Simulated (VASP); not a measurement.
Here is the system:

```xyz
3
Lattice="0.0000 2.8600 2.8600 2.8600 0.0000 2.8600 2.8600 2.8600 0.0000" Properties=species:S:1:pos:R:3 pbc="T T T"
Li     1.4300     1.4300     1.4300
Li     4.2900     4.2900     4.2900
S      0.0000     0.0000     0.0000
```
Cell charge -0.02.

Computed with PBE GGA, VASP's PBE PAW potentials (set 64) (plane waves; VASP). Settings: NELECT = 12.02, 520 eV cut-off, 7×7×7 Γ-centred mesh, Gaussian smearing of 0.050 eV, potentials Li_sv S.

The cell is charged, with a uniform compensating background.

### Question
Estimate the energy per atom (σ→0), band gap (on the k-mesh) with the smallest direct gap where there is one.

### Answer

```json
{
  "band gap (on the k-mesh)": "none (metal, semimetal or under 0.01 eV)",
  "energy per atom (σ→0)": "-3.966 eV/atom"
}
```

The compound is Li2S in the antifluorite structure. The cell was not relaxed at this level. The run is one of a series of settings (NELECT = 12.02 against the base run), some of them coarse on purpose.
